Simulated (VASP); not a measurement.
Input:

```xyz
2
Lattice="0.0000 2.3021 2.3021 2.3021 0.0000 2.3021 2.3021 2.3021 0.0000" Properties=species:S:1:pos:R:3 pbc="T T T"
Hf     0.0000     0.0000     0.0000
C      2.3021     2.3021     2.3021
```

These are PBEsol GGA, VASP's PBE PAW potentials (set 64) (plane waves; VASP) values and carry that method's errors. Settings: 620 eV cut-off, 14×14×14 Γ-centred mesh, first-order Methfessel-Paxton smearing of 0.10 eV, potentials Hf_pv C.

Unless said otherwise, spin-orbit coupling is left out, though it shifts the bands of the heavy elements here.

What does the run give for the energy per atom (σ→0), band gap (on the k-mesh) with the smallest direct gap where there is one?

- band gap (on the k-mesh): none (metal, semimetal or under 0.01 eV)
- energy per atom (σ→0): -11.098 eV/atom

The absolute energy has meaning only against runs of the same code, potentials and settings.

The compound is HfC in the rock salt structure. It was relaxed first.
